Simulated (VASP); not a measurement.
A run of VASP 6.6.1 is set up as follows.

The input INCAR:

```
PREC = Accurate
ENCUT = 600
EDIFF = 1E-7
ISMEAR = 0
SIGMA = 0.1
LREAL = F
LASPH = T
NELM = 100
ALGO = Fast
ISIF = 3
LWAVE = F
LCHARG = F
GGA = PE
IBRION = 2
NSW = 90
EDIFFG = -0.04
```

File KPOINTS:

```
regular mesh
0
Gamma
  4 4 4
```

Contents of POSCAR:

```
Mg2Br3
1.0
    5.4022788400      0.0000000000      0.0000000000
    0.0000000000      5.4022788400      0.0000000000
    0.0000000000      0.0000000000      5.4022788400
Mg Br
2 3
Direct
    0.0000000000      0.0000000000      0.0000000000
    0.5000000000      0.5000000000      0.5000000000
    0.0000000000      0.5000000000      0.5000000000
    0.5000000000      0.0000000000      0.5000000000
    0.5000000000      0.5000000000      0.0000000000
```

Potentials or basis: VASP PAW PBE potentials, release 64 (Mg, Br).

Launch:

```bash
$ cat potpaw_PBE.64/Mg/POTCAR potpaw_PBE.64/Br/POTCAR > POTCAR
$ mpirun -np 1 vasp_std > vasp.out
```

**Question.** Predict the relaxed cell.

**Answer.** a = 5.262 Å, b = 5.262 Å, c = 5.262 Å, α = 90.00°, β = 90.00°, γ = 90.00°.

**Question.** What does it give for the band gap on the k mesh?

**Answer.** None (metal or under the smearing width).

**Question.** Predict the space group after relaxing (to 0.05 Å).

**Answer.** Pm-3m (No. 221).

**Question.** What does it give for the relaxed volume?

**Answer.** 29.13 Å³/atom.

Step by step:
```
step  energy change (eV)  largest force (eV/Å)  pressure (GPa)  volume (Å³)
   1              0.0000                0.0000           -1.88       157.66
   2             -0.0682                0.0000           -0.70       149.39
   3             -0.0771                0.0000           -0.04       145.66
```

Caveat: an odd number of electrons without spin polarisation forces a metal; a magnetic or distorted state may lie lower.
